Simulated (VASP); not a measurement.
Here is the system:

```
CELL_PARAMETERS angstrom
      0.00000     2.95991     2.95991
      2.95991     0.00000     2.95991
      2.95991     2.95991     0.00000
ATOMIC_POSITIONS crystal
  Sr 0.00000 0.00000 0.00000
```

Level of theory: vdW-DF-cx, VASP's PBE PAW potentials (set 64) (plane waves; VASP). Run with 520 eV cut-off, 8×8×8 Γ-centred mesh, Gaussian smearing of 0.050 eV, potentials Sr_sv.

Task: What does the run give for the energy per atom (σ→0), band gap (on the k-mesh) with the smallest direct gap where there is one?

Result: 
```json
{
  "band gap (on the k-mesh)": "none (metal, semimetal or under 0.01 eV)",
  "energy per atom (σ→0)": "0.546 eV/atom"
}
```

Only differences to runs with the same potentials and settings are physical.

The compound is Sr in the fcc structure. It was relaxed first, which changed the volume by -8 %.
